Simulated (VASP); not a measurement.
# HfTeSe5 (P3m1) in VASP: single point with r2SCAN

Aim: the single point of HfTeSe5 with r2SCAN.

Program: VASP 6.6.1. These are calculated values, not measurements. Logs are shortened: lines on timing, memory, paths and dates and some standing lists are left out, and cuts for length are marked.

## Step 1: The crystal as given

The structure is trigonal, space group P3m1 (No. 156). Conventional cell: a = 3.775 Å, b = 3.775 Å, c = 16.358 Å, α = 90.00°, β = 90.00°, γ = 120.00°. Hf (site symmetry 3m) is surrounded by 6 Se at 2.68 to 2.69 Å. Te (site symmetry 3m) is surrounded by 6 Se at 2.85 to 2.94 Å. Se (site symmetry 3m) has 3 Hf at 2.69 Å as nearest neighbours. Around Se (site symmetry 3m) lie 3 Hf at 2.68 Å. Around Se (site symmetry 3m) lie 3 Se at 2.83 Å and 3 Te at 2.94 Å. Se (site symmetry 3m) is surrounded by 3 Te at 2.85 Å. Around Se (site symmetry 3m) lie 3 Se at 2.83 Å.

The cell was built by a generator and needn't be a form met in nature.

## Step 2: Single point, r2SCAN

File INCAR:

```
  PREC = Accurate
  ENCUT = 520
  EDIFF = 1E-6
  ISMEAR = 0
  SIGMA = 0.1
  LREAL = False
  LASPH = True
  NELM = 150
  ALGO = Normal
  ISIF = 2
  LWAVE = False
  LCHARG = False
  METAGGA = R2SCAN
  LMIXTAU = True
  KPAR = 2
```

File KPOINTS:

```
Automatic mesh
0
Gamma
  10 10 2
```

File POSCAR:

```
HfTeSe5
1.0
    3.7751670000      0.0000000000      0.0000000000
   -1.8875840000      3.2693910000      0.0000000000
    0.0000000000      0.0000000000     16.3576000000
Hf Te Se
1 1 5
Direct
    0.0000000000      0.0000000000      0.9930040000
    0.0000000000      0.0000000000      0.4204610000
    0.3333330000      0.6666670000      0.0893240000
    0.6666670000      0.3333330000      0.8972070000
    0.3333330000      0.6666670000      0.5406860000
    0.6666670000      0.3333330000      0.3082760000
    0.0000000000      0.0000000000      0.6510400000
```

Potentials or basis: VASP PAW PBE potentials, release 64 (Hf_pv, Te, Se).

The run is started by

```bash
cat potpaw_PBE.64/Hf_pv/POTCAR potpaw_PBE.64/Te/POTCAR potpaw_PBE.64/Se/POTCAR > POTCAR
mpirun -np 2 vasp_std > vasp.out
```

OUTCAR:

```text
PREC = Accurate
   ENCUT = 520
   EDIFF = 1E-6
   ISMEAR = 0
   LREAL = False
   LASPH = True
   NELM = 150
   ISIF = 2
   METAGGA = R2SCAN

 ion  position               nearest neighbor table
   1  0.000  0.000  0.993-   4 2.68   4 2.68   4 2.68   3 2.69   3 2.69   3 2.69
   2  0.000  0.000  0.420-   6 2.85   6 2.85   6 2.85   5 2.94   5 2.94   5 2.94
   3  0.333  0.667  0.089-   1 2.69   1 2.69   1 2.69
   4  0.667  0.333  0.897-   1 2.68   1 2.68   1 2.68
   5  0.333  0.667  0.541-   2 2.94   2 2.94   2 2.94
   6  0.667  0.333  0.308-   2 2.85   2 2.85   2 2.85
   7  0.000  0.000  0.651-

  LATTYP: Found a hexagonal cell.
 ALAT       =     3.7751670000
 C/A-ratio  =     4.3329473901

  Lattice vectors:

 A1 = (   3.7751670000,   0.0000000000,   0.0000000000)
 A2 = (  -1.8875840000,   3.2693910000,   0.0000000000)
 A3 = (   0.0000000000,   0.0000000000,  16.3576000000)

Analysis of symmetry for initial positions (statically):
=====================================================================
 Subroutine PRICEL returns:
 Original cell was already a primitive cell.

 Routine SETGRP: Setting up the symmetry group for a
 hexagonal supercell.

 Subroutine GETGRP returns: Found  6 space group operations
 (whereof  6 operations were pure point group operations)
 out of a pool of 24 trial point group operations.

The static configuration has the point symmetry C_3v.

Analysis of symmetry for dynamics (positions and initial velocities):
=====================================================================
 Subroutine PRICEL returns:
 Original cell was already a primitive cell.

 Routine SETGRP: Setting up the symmetry group for a
 hexagonal supercell.

 Subroutine GETGRP returns: Found  6 space group operations
 (whereof  6 operations were pure point group operations)
 out of a pool of 24 trial point group operations.

The dynamic configuration has the point symmetry C_3v.

 Subroutine INISYM returns: Found  6 space group operations
 (whereof  6 operations are pure point group operations),
 and found     1 'primitive' translations

----------------------------------------------------------------------------------------

                                     Primitive cell

  volume of cell :     201.8936

  direct lattice vectors                    reciprocal lattice vectors
     3.775167000  0.000000000  0.000000000     0.264888944  0.152933721  0.000000000
    -1.887584000  3.269391000  0.000000000     0.000000000  0.305867362  0.000000000
     0.000000000  0.000000000 16.357600000     0.000000000  0.000000000  0.061133663

  length of vectors
     3.775167000  3.775167661 16.357600000     0.305867415  0.305867362  0.061133663

  position of ions in fractional coordinates (direct lattice)
     0.000000000  0.000000000  0.993004000
     0.000000000  0.000000000  0.420461000
     0.333333000  0.666667000  0.089324000
     0.666667000  0.333333000  0.897207000
     0.333333000  0.666667000  0.540686000
     0.666667000  0.333333000  0.308276000
     0.000000000  0.000000000  0.651040000

  ion indices of the primitive-cell ions
   primitive index   ion index
                 1           1
                 2           2
                 3           3
                 4           4
                 5           5
                 6           6
                 7           7

----------------------------------------------------------------------------------------

 KPOINTS: Automatic mesh

Automatic generation of k-mesh.
 Grid dimensions read from file:
 generate k-points for:   10   10    2

 Generating k-lattice:

  Cartesian coordinates                     Fractional coordinates (reciprocal lattice)
     0.026488894  0.015293372  0.000000000     0.100000000 -0.000000000  0.000000000
     0.000000000  0.030586736  0.000000000     0.000000000  0.100000000  0.000000000
     0.000000000  0.000000000  0.030566831     0.000000000  0.000000000  0.500000000

  Length of vectors
     0.030586742  0.030586736  0.030566831

  Shift w.r.t. Gamma in fractional coordinates (k-lattice)
     0.000000000  0.000000000  0.000000000

 Subroutine IBZKPT returns following result:
 ===========================================

 Found     28 irreducible k-points:

 Following reciprocal coordinates:
            Coordinates               Weight
  0.000000  0.000000  0.000000      1.000000
  0.100000 -0.000000  0.000000      6.000000
  0.200000 -0.000000  0.000000      6.000000
  0.300000 -0.000000  0.000000      6.000000
  0.400000 -0.000000  0.000000      6.000000
  0.500000 -0.000000  0.000000      3.000000
[... 16 lines left out ...]
  0.300000  0.100000  0.500000     12.000000
  0.400000  0.100000  0.500000     12.000000
 [... further k-points ...]
   k-points           NKPTS =     28   k-points in BZ     NKDIM =     28   number of bands    NBANDS=     27
   number of dos      NEDOS =    301   number of ions     NIONS =      7
   total plane-waves  NPLWV =  98784
   dimension x,y,z NGX =    28 NGY =   28 NGZ =  126
   dimension x,y,z NGXF=    56 NGYF=   56 NGZF=  252
   ions per type =               1   1   5
   NGX,Y,Z   is equivalent  to a cutoff of  12.33, 12.33, 12.81 a.u.
   NGXF,Y,Z  is equivalent  to a cutoff of  24.66, 24.66, 25.61 a.u.
 SYSTEM =  unknown system
   PREC   = accura    normal or accurate (medium, high low for compatibility)
   ISTART =      0    job   : 0-new  1-cont  2-samecut
   ICHARG =      2    charge: 1-file 2-atom 10-const
   ISPIN  =      1    spin polarized calculation?
   LNONCOLLINEAR =      F non collinear calculations
   LSORBIT =      F    spin-orbit coupling
   LASPH  =      T    aspherical Exc in radial PAW
   ENCUT  =  520.0 eV  38.22 Ry    6.18 a.u.   7.02  7.02 30.41*2*pi/ulx,y,z
   NELM   =    150;   NELMIN=  2; NELMDL= -5     # of ELM steps
   EDIFF  = 0.1E-05   stopping-criterion for ELM
   LREAL  =      F    real-space projection
   EDIFFG = 0.1E-04   stopping-criterion for IOM
   NSW    =      0    number of steps for IOM
   IBRION =     -1    ionic relax: 0-MD 1-quasi-New 2-CG
   NFREE  =      0    steps in history (QN), initial steepest desc. (CG)
   ISIF   =      2    stress and relaxation
   ISYM   =      2    0-nonsym 1-usesym 2-fastsym
   POTIM  = 0.5000    time-step for ionic-motion
   TEBEG  =    0.0;   TEEND  =   0.0 temperature during run
   PSTRESS=    0.0 pullay stress
   NELECT =      46.0000    total number of electrons
   NUPDOWN=      -1.0000    fix difference up-down
   EMIN   =  10.00;   EMAX   =-10.00  energy-range for DOS
   EFERMI =   0.00;   METHOD = LEGACY
   ISMEAR =     0;   SIGMA  =   0.10  broadening in eV -4-tet -1-fermi 0-gaus
   EFERMI_NEDOS =   21; number of points for ismear=-14 and -15
   IALGO  =     38    algorithm
   IMIX   =      4    mixing-type and parameters
     AMIX     =   0.40;   BMIX     =  1.00
     AMIX_MAG =   1.60;   BMIX_MAG =  1.00
  volume/ion in A,a.u.               =      28.84       194.64
  Fermi-wavevector in a.u.,A,eV,Ry     =   0.999892  1.889523 13.602896  0.999785
  Thomas-Fermi vector in A             =   2.132213
   LORBIT       =      0    0 simple, 1 ext, 2 COOP (PROOUT), +10 PAW based schemes
   METAGGA = R2SCAN    functional components
   LHFCALC =     F    Hartree Fock is set to
   AEXX    =    0.0000 exact exchange contribution
   IVDW    =     0    specifies the selected vdW correction
   LEPSILON=     F    determine dielectric tensor
   LRPA    =     F    only Hartree local field effects (RPA)
 non-spin polarized calculation
 Gauss-broadening in eV      SIGMA  =   0.10
  energy-cutoff  :      520.00
  volume of cell :      201.89
 maximum number of plane-waves:      5465
 NGX is ok and might be reduce to    28
   NGX = 13   NGY = 13   NGZ = 61

 number of electron      45.9999999 magnetization

 Free energy of the ion-electron system (eV)
  ---------------------------------------------------
  ext. energy  EPLUGINS =         0.00000000
  ---------------------------------------------------
  free energy    TOTEN  =      -144.71377662 eV

  energy without entropy =     -144.69254696  energy(sigma->0) =     -144.70316179

 E-fermi :   2.9501     XC(G=0):  -9.2784

 val. band max:        2.8979909676   @ k =   0.0000   0.0000   0.5000
 cond. band min:       2.9756310858   @ k =   0.2000   0.2000   0.0000
 fundamental gap:      0.0776401182
 Fermi energy:         2.9501215157

 k-point     1 :       0.0000    0.0000    0.0000
  band No.  band energies     occupation
      1     -30.0006      2.00000
      2     -29.9375      2.00000
      3     -29.9375      2.00000
      4     -13.1394      2.00000
      5     -11.8817      2.00000
      6     -11.2732      2.00000
[... 19 lines left out ...]
     26       3.9996      0.00000
     27       4.2489      0.00000

 k-point     2 :       0.1000   -0.0000    0.0000
  band No.  band energies     occupation
      1     -29.9981      2.00000
      2     -29.9494      2.00000
      3     -29.9402      2.00000
      4     -13.0294      2.00000
      5     -11.7903      2.00000
      6     -11.1735      2.00000
[... 19 lines left out ...]
     26       4.1754      0.00000
     27       4.2634      0.00000

 k-point     3 :       0.2000   -0.0000    0.0000
  band No.  band energies     occupation
      1     -29.9917      2.00000
      2     -29.9802      2.00000
      3     -29.9472      2.00000
      4     -12.7081      2.00000
      5     -11.5297      2.00000
      6     -10.9009      2.00000
[... 594 lines left out ...]
      1     -30.0347      2.00000
      2     -29.9785      2.00000
      3     -29.9657      2.00000
      4     -11.8480      2.00000
      5     -10.8966      2.00000
      6     -10.3383      2.00000
[... 19 lines left out ...]
     26       4.6615      0.00000
     27       4.8460      0.00000

 k-point    24 :       0.4000    0.1000    0.5000
  band No.  band energies     occupation
      1     -30.0543      2.00000
      2     -29.9739      2.00000
      3     -29.9719      2.00000
      4     -11.3242      2.00000
      5     -10.6241      2.00000
      6     -10.1968      2.00000
[... 19 lines left out ...]
     26       4.6756      0.00000
     27       4.7652      0.00000

 [... further k-points ...]

------------------------ aborting loop because EDIFF is reached ----------------------------------------

  FORCE on cell =-STRESS in cart. coord.  units (eV):
  Direction    XX          YY          ZZ          XY          YZ          ZX
  --------------------------------------------------------------------------------------
  -------------------------------------------------------------------------------------
  Total       -1.0471276     -1.0471279     -2.0412977      0.0000002     -0.0000000      0.0000000
  in kB       -8.3097425     -8.3097450    -16.1992281      0.0000013     -0.0000000      0.0000000
  external PRESSURE =     -10.9395719 kB  Pullay stress =       0.0000000 kB

 VOLUME and BASIS-vectors are now :
 -----------------------------------------------------------------------------
  energy-cutoff  :      520.00
  volume of cell :      201.89
      direct lattice vectors                 reciprocal lattice vectors
     3.775167000  0.000000000  0.000000000     0.264888944  0.152933721  0.000000000
    -1.887584000  3.269391000  0.000000000     0.000000000  0.305867362  0.000000000
     0.000000000  0.000000000 16.357600000     0.000000000  0.000000000  0.061133663

 POSITION                                       TOTAL-FORCE (eV/Angst)
 -----------------------------------------------------------------------------------
      0.00000      0.00000     16.24316         0.000000     -0.000000     -0.004306
      0.00000      0.00000      6.87773         0.000000     -0.000000      0.040373
     -0.00000      2.17960      1.46113         0.000000     -0.000000     -0.247034
      1.88759      1.08980     14.67615         0.000000      0.000000      0.241314
     -0.00000      2.17960      8.84433        -0.000000     -0.000000     -0.088650
      1.88759      1.08980      5.04266        -0.000000      0.000000      0.103911
      0.00000      0.00000     10.64945         0.000000     -0.000000     -0.045608
 -----------------------------------------------------------------------------------
    total drift:                               -0.000041      0.000024     -0.001971

  FREE ENERGIE OF THE ION-ELECTRON SYSTEM (eV)
  ---------------------------------------------------
  free  energy   TOTEN  =      -144.7137766249 eV

  energy  without entropy=     -144.6925469601  energy(sigma->0) =     -144.70316179
```

It took 14 min on 2 MPI ranks of Intel Xeon Platinum 8488C (Sapphire Rapids), shared host; peak memory 0.44 GiB.

What came out:

```yaml
Free_energy: -144.7138 eV
Pressure: -1.1 GPa
Largest_force: 0.247 eV/Å
Band_gap_on_the_k_mesh: none (metal or under the smearing width)
```

Forces in eV/Å, atoms in the order of the input:
```
Hf   0.000  0.000 -0.004
Te   0.000  0.000  0.040
Se   0.000  0.000 -0.247
Se   0.000  0.000  0.241
Se   0.000  0.000 -0.089
Se   0.000  0.000  0.104
Se   0.000  0.000 -0.046
```

Stress tensor (GPa, compression positive):
```
-0.83  0.00  0.00
 0.00 -0.83  0.00
 0.00  0.00 -1.62
```

Caveat: the PAW data sets were made with another functional, which shifts forces and pressure a little. The run has no spin-orbit coupling, so splittings on Hf, Te are missing.
